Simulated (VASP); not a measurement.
Consider the following.

```yaml
crystal:
  lattice:
    - [4.67353, -2.48156, -0.00397]
    - [4.67353, 2.48156, -0.00397]
    - [3.35935, 0.00000, 4.08838]
  atoms:
    - { symbol: Ga, position: [0.85567, 0.85567, 0.85567] }
    - { symbol: Ga, position: [0.35567, 0.35567, 0.35567] }
    - { symbol: Ga, position: [0.14433, 0.14433, 0.14433] }
    - { symbol: Ga, position: [0.64433, 0.64433, 0.64433] }
    - { symbol: O, position: [0.44743, 0.05257, 0.75000] }
    - { symbol: O, position: [0.05257, 0.75000, 0.44743] }
    - { symbol: O, position: [0.55257, 0.94743, 0.25000] }
    - { symbol: O, position: [0.25000, 0.55257, 0.94743] }
    - { symbol: O, position: [0.94743, 0.25000, 0.55257] }
    - { symbol: O, position: [0.75000, 0.44743, 0.05257] }
```

All values below come from LDA (Ceperley-Alder, Perdew-Zunger), VASP's LDA PAW potentials (set 64) (plane waves; VASP). Settings: 520 eV cut-off, 7×7×7 Γ-centred mesh, Gaussian smearing of 0.010 eV, potentials Ga_d O.

Question: Give the direction-averaged independent-particle dielectric function (no local fields, no excitons; a broadening of 0.1 eV leaves a tail below the gap, and fine structure carries the noise of the k-mesh).

Answer: 
| ħω (eV) | ε₁ | ε₂ |
|---|---|---|
| 0.00 | 4.37 | 0.00 |
| 0.40 | 4.38 | 0.00 |
| 0.90 | 4.41 | 0.01 |
| 1.40 | 4.47 | 0.02 |
| 1.90 | 4.57 | 0.02 |
| 2.40 | 4.72 | 0.04 |
| 2.90 | 4.98 | 0.08 |
| 3.40 | 5.17 | 0.27 |
| 3.80 | 5.55 | 0.82 |
| 4.30 | 5.37 | 0.85 |
| 4.80 | 5.49 | 1.32 |
| 5.30 | 5.59 | 1.28 |
| 5.80 | 5.61 | 1.98 |
| 6.30 | 6.37 | 1.64 |
| 6.80 | 6.78 | 3.47 |
| 7.30 | 5.04 | 5.11 |
| 7.70 | 4.05 | 4.25 |
| 8.20 | 3.63 | 4.29 |
| 8.70 | 4.34 | 3.92 |
| 9.20 | 2.67 | 5.24 |
| 9.70 | 1.97 | 4.56 |
| 10.20 | 1.91 | 4.54 |
| 10.70 | 1.60 | 3.99 |
| 11.20 | 1.67 | 3.87 |
ε₂ peaks at 7.3 eV (height 5.1), 9.1 eV (height 5.8); ε₁(0) averages 4.37, so the electronic refractive index below the gap tends to √4.37 = 2.09.

The compound is Ga2O3 in the corundum structure, the metastable α form; monoclinic β is stable. It was relaxed first.
